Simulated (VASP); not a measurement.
# FePtS3 (Pm-3m) in VASP: single point with PBE

Aim: the single point of FePtS3 with PBE.

All numbers are computed with VASP 6.6.1; they aren't measurements. Logs are shortened: lines on timing, memory, paths and dates and some standing lists are left out, and cuts for length are marked.

## Step 1: The cell of the first run

Symmetry: Pm-3m, No. 221, cubic system. The conventional cell has a = 4.395 Å, b = 4.395 Å, c = 4.395 Å, α = 90.00°, β = 90.00°, γ = 90.00°. Around Fe (site symmetry m-3m) lie 6 S at 2.20 Å. Pt (site symmetry m-3m) is surrounded by 12 S at 3.11 Å. S (site symmetry 4/mmm) has 2 Fe at 2.20 Å as nearest neighbours.

The cell was built by a generator and needn't be a form met in nature.

## Step 2: Single point, PBE, collinear spin, typed start (species swapped into the KTcO3 type (Pm-3m, No. 221))

File INCAR:

```
PREC = Accurate
ENCUT = 520
EDIFF = 1E-6
ISMEAR = 0
SIGMA = 0.1
LREAL = F
LASPH = T
NELM = 150
ALGO = Normal
ISIF = 2
LWAVE = F
LCHARG = T
ISPIN = 2
MAGMOM = 1.98 0 0.16 0.16 0.16
LORBIT = 11
LMAXMIX = 4
GGA = PE
LELF = T
LVHAR = T
NBANDS = 30
```

File KPOINTS:

```
regular mesh
0
Gamma
  8 8 8
```

File POSCAR:

```
FePtS3
1.0
    4.3945850026      0.0000000000      0.0000000000
    0.0000000000      4.3945850026      0.0000000000
    0.0000000000      0.0000000000      4.3945850026
Fe Pt S
1 1 3
Direct
    0.5000000000      0.5000000000      0.5000000000
    0.0000000000      0.0000000000      0.0000000000
    0.5000000000      0.5000000000      0.0000000000
    0.5000000000      0.0000000000      0.5000000000
    0.0000000000      0.5000000000      0.5000000000
```

Potentials or basis: VASP PAW PBE potentials, release 64 (Fe, Pt, S).

Launch:

```console
$ cat potpaw_PBE.64/Fe/POTCAR potpaw_PBE.64/Pt/POTCAR potpaw_PBE.64/S/POTCAR > POTCAR
$ mpirun -np 1 vasp_std > vasp.out
```

OUTCAR:

```text
PREC = Accurate
   ENCUT = 520
   EDIFF = 1E-6
   ISMEAR = 0
   LREAL = F
   LASPH = T
   NELM = 150
   ISIF = 2
   ISPIN = 2
   LORBIT = 11
   GGA = PE

 ion  position               nearest neighbor table
   1  0.500  0.500  0.500-   3 2.20   4 2.20   5 2.20   3 2.20   4 2.20   5 2.20
   2  0.000  0.000  0.000-   3 3.11   4 3.11   5 3.11   4 3.11   5 3.11   3 3.11   5 3.11   5 3.11
                             3 3.11   4 3.11   4 3.11   3 3.11
   3  0.500  0.500  0.000-   1 2.20   1 2.20   2 3.11   2 3.11   2 3.11   2 3.11
   4  0.500  0.000  0.500-   1 2.20   1 2.20   2 3.11   2 3.11   2 3.11   2 3.11
   5  0.000  0.500  0.500-   1 2.20   1 2.20   2 3.11   2 3.11   2 3.11   2 3.11

  LATTYP: Found a simple cubic cell.
 ALAT       =     4.3945850026

  Lattice vectors:

 A1 = (   4.3945850026,   0.0000000000,   0.0000000000)
 A2 = (   0.0000000000,   4.3945850026,   0.0000000000)
 A3 = (   0.0000000000,   0.0000000000,   4.3945850026)

Analysis of symmetry for initial positions (statically):
=====================================================================
 Subroutine PRICEL returns:
 Original cell was already a primitive cell.

 Routine SETGRP: Setting up the symmetry group for a
 simple cubic supercell.

 Subroutine GETGRP returns: Found 48 space group operations
 (whereof 48 operations were pure point group operations)
 out of a pool of 48 trial point group operations.

The static configuration has the point symmetry O_h .

Analysis of symmetry for dynamics (positions and initial velocities):
=====================================================================
 Subroutine PRICEL returns:
 Original cell was already a primitive cell.

 Routine SETGRP: Setting up the symmetry group for a
 simple cubic supercell.

 Subroutine GETGRP returns: Found 48 space group operations
 (whereof 48 operations were pure point group operations)
 out of a pool of 48 trial point group operations.

The dynamic configuration has the point symmetry O_h .

Analysis of structural, dynamic, and magnetic symmetry:
=====================================================================
 Subroutine PRICEL returns:
 Original cell was already a primitive cell.

 Routine SETGRP: Setting up the symmetry group for a
 simple cubic supercell.

 Subroutine GETGRP returns: Found 48 space group operations
 (whereof 48 operations were pure point group operations)
 out of a pool of 48 trial point group operations.

The overall configuration has the point symmetry O_h .

 Subroutine INISYM returns: Found 48 space group operations
 (whereof 48 operations are pure point group operations),
 and found     1 'primitive' translations

----------------------------------------------------------------------------------------

                                     Primitive cell

  volume of cell :      84.8699

  direct lattice vectors                    reciprocal lattice vectors
     4.394585003  0.000000000  0.000000000     0.227552772  0.000000000  0.000000000
     0.000000000  4.394585003  0.000000000     0.000000000  0.227552772  0.000000000
     0.000000000  0.000000000  4.394585003     0.000000000  0.000000000  0.227552772

  length of vectors
     4.394585003  4.394585003  4.394585003     0.227552772  0.227552772  0.227552772

  position of ions in fractional coordinates (direct lattice)
     0.500000000  0.500000000  0.500000000
     0.000000000  0.000000000  0.000000000
     0.500000000  0.500000000  0.000000000
     0.500000000  0.000000000  0.500000000
     0.000000000  0.500000000  0.500000000

  ion indices of the primitive-cell ions
   primitive index   ion index
                 1           1
                 2           2
                 3           3
                 4           4
                 5           5

----------------------------------------------------------------------------------------

 KPOINTS: regular mesh

Automatic generation of k-mesh.
 Grid dimensions read from file:
 generate k-points for:    8    8    8

 Generating k-lattice:

  Cartesian coordinates                     Fractional coordinates (reciprocal lattice)
     0.028444097  0.000000000  0.000000000     0.125000000  0.000000000  0.000000000
     0.000000000  0.028444097  0.000000000     0.000000000  0.125000000  0.000000000
     0.000000000  0.000000000  0.028444097     0.000000000  0.000000000  0.125000000

  Length of vectors
     0.028444097  0.028444097  0.028444097

  Shift w.r.t. Gamma in fractional coordinates (k-lattice)
     0.000000000  0.000000000  0.000000000

 Subroutine IBZKPT returns following result:
 ===========================================

 Found     35 irreducible k-points:

 Following reciprocal coordinates:
            Coordinates               Weight
  0.000000  0.000000  0.000000      1.000000
  0.125000  0.000000  0.000000      6.000000
  0.250000  0.000000  0.000000      6.000000
  0.375000  0.000000  0.000000      6.000000
  0.500000  0.000000  0.000000      3.000000
  0.125000  0.125000  0.000000     12.000000
[... 16 lines left out ...]
  0.375000  0.375000  0.125000     24.000000
  0.500000  0.375000  0.125000     24.000000
 [... further k-points ...]
   k-points           NKPTS =     35   k-points in BZ     NKDIM =     35   number of bands    NBANDS=     30
   number of dos      NEDOS =    301   number of ions     NIONS =      5
   total plane-waves  NPLWV =  46656
   dimension x,y,z NGX =    36 NGY =   36 NGZ =   36
   dimension x,y,z NGXF=    72 NGYF=   72 NGZF=   72
   ions per type =               1   1   3
   NGX,Y,Z   is equivalent  to a cutoff of  13.62, 13.62, 13.62 a.u.
   NGXF,Y,Z  is equivalent  to a cutoff of  27.24, 27.24, 27.24 a.u.
 SYSTEM =  unknown system
   PREC   = accura    normal or accurate (medium, high low for compatibility)
   ISTART =      0    job   : 0-new  1-cont  2-samecut
   ICHARG =      2    charge: 1-file 2-atom 10-const
   ISPIN  =      2    spin polarized calculation?
   LNONCOLLINEAR =      F non collinear calculations
   LSORBIT =      F    spin-orbit coupling
   LASPH  =      T    aspherical Exc in radial PAW
   ENCUT  =  520.0 eV  38.22 Ry    6.18 a.u.   8.17  8.17  8.17*2*pi/ulx,y,z
   NELM   =    150;   NELMIN=  2; NELMDL= -5     # of ELM steps
   EDIFF  = 0.1E-05   stopping-criterion for ELM
   LREAL  =      F    real-space projection
[... 7 lines left out ...]
   TEBEG  =    0.0;   TEEND  =   0.0 temperature during run
   PSTRESS=    0.0 pullay stress
   NELECT =      36.0000    total number of electrons
   NUPDOWN=      -1.0000    fix difference up-down
   EMIN   =  10.00;   EMAX   =-10.00  energy-range for DOS
   EFERMI =   0.00;   METHOD = LEGACY
   ISMEAR =     0;   SIGMA  =   0.10  broadening in eV -4-tet -1-fermi 0-gaus
   EFERMI_NEDOS =   21; number of points for ismear=-14 and -15
   IALGO  =     38    algorithm
   IMIX   =      4    mixing-type and parameters
     AMIX     =   0.40;   BMIX     =  1.00
     AMIX_MAG =   1.60;   BMIX_MAG =  1.00
  volume/ion in A,a.u.               =      16.97       114.55
  Fermi-wavevector in a.u.,A,eV,Ry     =   1.230055  2.324467 20.586089  1.513035
  Thomas-Fermi vector in A             =   2.364918
   LORBIT       =     11    0 simple, 1 ext, 2 COOP (PROOUT), +10 PAW based schemes
   GGA     = PE    functional components
   LHFCALC =     F    Hartree Fock is set to
   AEXX    =    0.0000 exact exchange contribution
   IVDW    =     0    specifies the selected vdW correction
   LEPSILON=     F    determine dielectric tensor
   LRPA    =     F    only Hartree local field effects (RPA)
 spin polarized calculation
 Gauss-broadening in eV      SIGMA  =   0.10
  energy-cutoff  :      520.00
  volume of cell :       84.87
 maximum number of plane-waves:      2320
 NGX is ok and might be reduce to    36
   NGX = 17   NGY = 17   NGZ = 17

 number of electron      36.0000001 magnetization       2.6694300

 Free energy of the ion-electron system (eV)
  ---------------------------------------------------
  ext. energy  EPLUGINS =         0.00000000
  ---------------------------------------------------
  free energy    TOTEN  =       -23.17191503 eV

  energy without entropy =      -23.14047210  energy(sigma->0) =      -23.15619356

 E-fermi :   6.2322     XC(G=0): -11.0693

 val. band max:        6.2251503805   @ k =   0.5000   0.1250   0.1250
 cond. band min:       6.2535100578   @ k =   0.5000   0.3750   0.2500
 fundamental gap:      0.0283596773
 Fermi energy:         6.2321512131

 spin component 1

 k-point     1 :       0.0000    0.0000    0.0000
  band No.  band energies     occupation
      1      -8.9886      1.00000
      2      -6.2609      1.00000
      3      -6.2609      1.00000
      4       0.6861      1.00000
      5       0.6861      1.00000
      6       0.6861      1.00000
[... 781 lines left out ...]
     29      15.5565      0.00000
     30      16.6601      0.00000

 [... further k-points ...]

 spin component 2

 k-point     1 :       0.0000    0.0000    0.0000
  band No.  band energies     occupation
      1      -8.7719      1.00000
      2      -5.9724      1.00000
      3      -5.9724      1.00000
      4       0.8424      1.00000
      5       0.8424      1.00000
      6       0.8424      1.00000
[... 781 lines left out ...]
     29      15.7493      0.00000
     30      16.8726      0.00000

 [... further k-points ...]

------------------------ aborting loop because EDIFF is reached ----------------------------------------

  FORCE on cell =-STRESS in cart. coord.  units (eV):
  Direction    XX          YY          ZZ          XY          YZ          ZX
  --------------------------------------------------------------------------------------
  -------------------------------------------------------------------------------------
  Total        0.0143398      0.0143398      0.0143398     -0.0000000     -0.0000000      0.0000000
  in kB        0.2707076      0.2707076      0.2707076     -0.0000000     -0.0000000      0.0000000
  external PRESSURE =       0.2707076 kB  Pullay stress =       0.0000000 kB

 VOLUME and BASIS-vectors are now :
 -----------------------------------------------------------------------------
  energy-cutoff  :      520.00
  volume of cell :       84.87
      direct lattice vectors                 reciprocal lattice vectors
     4.394585003  0.000000000  0.000000000     0.227552772  0.000000000  0.000000000
     0.000000000  4.394585003  0.000000000     0.000000000  0.227552772  0.000000000
     0.000000000  0.000000000  4.394585003     0.000000000  0.000000000  0.227552772

 POSITION                                       TOTAL-FORCE (eV/Angst)
 -----------------------------------------------------------------------------------
      2.19729      2.19729      2.19729         0.000000      0.000000      0.000000
      0.00000      0.00000      0.00000         0.000000      0.000000      0.000000
      2.19729      2.19729      0.00000         0.000000      0.000000      0.000000
      2.19729      0.00000      2.19729         0.000000      0.000000      0.000000
      0.00000      2.19729      2.19729         0.000000      0.000000      0.000000
 -----------------------------------------------------------------------------------
    total drift:                                0.000000      0.000000      0.000000

  FREE ENERGIE OF THE ION-ELECTRON SYSTEM (eV)
  ---------------------------------------------------
  free  energy   TOTEN  =       -23.1719150292 eV

  energy  without entropy=      -23.1404720995  energy(sigma->0) =      -23.15619356

 total charge

# of ion       s       p       d       tot
------------------------------------------
    1        0.445   0.650   6.465   7.561
    2        0.453   0.155   8.069   8.677
    3        1.389   2.217   0.000   3.606
    4        1.389   2.217   0.000   3.606
    5        1.389   2.217   0.000   3.606
--------------------------------------------------
tot          5.064   7.457  14.534  27.056

 magnetization (x)

# of ion       s       p       d       tot
------------------------------------------
    1        0.016   0.010   1.753   1.779
    2       -0.016   0.011   0.152   0.146
    3        0.016   0.141   0.000   0.156
    4        0.016   0.141   0.000   0.156
    5        0.016   0.141   0.000   0.156
--------------------------------------------------
tot          0.046   0.443   1.905   2.394
```

It took 3.2 min on 1 thread of Intel Xeon Platinum 8259CL at 2.50GHz (Skylake/Cascade Lake), shared host; peak memory 0.33 GiB.

What came out:

| Property | Result |
| --- | --- |
| Free energy | -23.1719 eV |
| Pressure | 0.0 GPa |
| Band gap on the k mesh | none (metal or under the smearing width) |
| Net moment | 2.67 μB per cell |
| Site moments | Fe +1.78; Pt +0.15; S +0.16 μB |
| Valence electrons inside the program's atomic spheres | Fe 7.56; Pt 8.68; S 3.61 |

Caveat: a cell with one magnetic atom can't hold antiferromagnetic order, which such compounds often take. Spin-orbit coupling is left out, which matters for the levels of Pt.
